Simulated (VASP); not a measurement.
Computed with PBEsol GGA, VASP's PBE PAW potentials (set 64) (plane waves; VASP 6.6.1).

Input for VASP

File KPOINTS:
```
Automatic
0
gamma
 11 11 9
0 0 0
```

**INCAR**
```
# general
SYSTEM  = ZrB2
PREC    = Accurate
ENCUT   = 620
LREAL   = .FALSE.   # projection in real space or not
LASPH   = .TRUE.   # aspherical one-centre terms

# electronic loop
EDIFF   = 1E-6   # SCF stop (eV)
NELM    = 100   # most electronic steps
ALGO    = Normal   # blocked Davidson
LMAXMIX = 4   # l cut-off of mixed one-centre charges

# smearing
ISMEAR  = 1
SIGMA   = 0.1

# functional
GGA     = PS   # PBEsol

# ions
IBRION  = 2   # conjugate gradients
NSW     = 40   # most ionic steps
ISIF    = 3   # ions, shape and volume
EDIFFG  = -0.02   # ionic stop
PSTRESS = 50   # kbar

# output
LWAVE   = .FALSE.
LCHARG  = .FALSE.
```

**POSCAR**
```
ZrB2
1
    1.5682895191    -2.7163576017    -0.0000000000
    1.5682895191     2.7163576017    -0.0000000000
    0.0000000000    -0.0000000000     3.4835849580
Zr B
1 2
Direct
  0.0000000000   0.0000000000   0.0000000000
  0.3333330000   0.6666670000   0.5000000000
  0.6666670000   0.3333330000   0.5000000000
```

POTCAR, in this order: Zr_sv B (PBE.64 set). Program: vasp_std.

The resulting files:

File OSZICAR:
```
       N       E                     dE             d eps       ncg     rms          rms(c)
DAV:   1     0.124171367287E+03    0.12417E+03   -0.11024E+04  2088   0.159E+03
DAV:   2    -0.225233350246E+02   -0.14669E+03   -0.14169E+03  2435   0.361E+02
DAV:   3    -0.288162952697E+02   -0.62930E+01   -0.62173E+01  3273   0.654E+01
DAV:   4    -0.289886495533E+02   -0.17235E+00   -0.17229E+00  2672   0.971E+00
DAV:   5    -0.289922302346E+02   -0.35807E-02   -0.35806E-02  3204   0.121E+00    0.241E+01
DAV:   6    -0.264502543140E+02    0.25420E+01   -0.71224E+00  2495   0.197E+01    0.101E+01
DAV:   7    -0.264030485265E+02    0.47206E-01   -0.92371E-01  3237   0.644E+00    0.338E+00
DAV:   8    -0.264017820688E+02    0.12665E-02   -0.11274E-01  2461   0.318E+00    0.852E-01
DAV:   9    -0.263984494408E+02    0.33326E-02   -0.18483E-02  2569   0.117E+00    0.138E-01
DAV:  10    -0.263983926313E+02    0.56810E-04   -0.84708E-04  2627   0.280E-01    0.427E-02
DAV:  11    -0.263984009416E+02   -0.83104E-05   -0.27759E-05  2820   0.600E-02    0.139E-02
DAV:  12    -0.263984008143E+02    0.12730E-06   -0.16191E-06  1805   0.150E-02
   1 F= -.25472149E+02 E0= -.25472151E+02  d E =-.254721E+02
```

**OUTCAR**
```
------------------------ aborting loop because EDIFF is reached ----------------------------------------
  FORCE on cell =-STRESS in cart. coord.  units (eV):
  Direction    XX          YY          ZZ          XY          YZ          ZX
  --------------------------------------------------------------------------------------
  Total        0.9436002      0.9436005      0.9431740      0.0000000     -0.0000000      0.0000000
  in kB       50.9364900     50.9365077     50.9134837      0.0000000     -0.0000000      0.0000000
  external PRESSURE =       0.9288271 kB  Pullay stress =      50.0000000 kB
  volume of cell :       29.68
      direct lattice vectors                 reciprocal lattice vectors
     1.568289519 -2.716357602  0.000000000     0.318818684 -0.184070021  0.000000000
     1.568289519  2.716357602  0.000000000     0.318818684  0.184070021  0.000000000
     0.000000000  0.000000000  3.483584958     0.000000000  0.000000000  0.287060603
 POSITION                                       TOTAL-FORCE (eV/Angst)
 -----------------------------------------------------------------------------------
      0.00000      0.00000      0.00000         0.000000      0.000000      0.000000
      1.56829      0.90545      1.74179         0.000000     -0.000000      0.000000
      1.56829     -0.90545      1.74179        -0.000000      0.000000      0.000000
 -----------------------------------------------------------------------------------
    total drift:                                0.000000      0.000000      0.000000
  FREE ENERGIE OF THE ION-ELECTRON SYSTEM (eV)
  ---------------------------------------------------
  free  energy   TOTEN  =       -26.3984008143 eV

  energy  without entropy=      -26.3984078496  energy(sigma->0) =      -26.39840316
  enthalpy is  TOTEN    =       -25.4721491370 eV   P V=        0.9262516773

 reached required accuracy - stopping structural energy minimisation
```
(Selected blocks of OUTCAR.)

The compound is ZrB2 in the AlB2 type structure. It was relaxed first under an external pressure of 5 GPa.
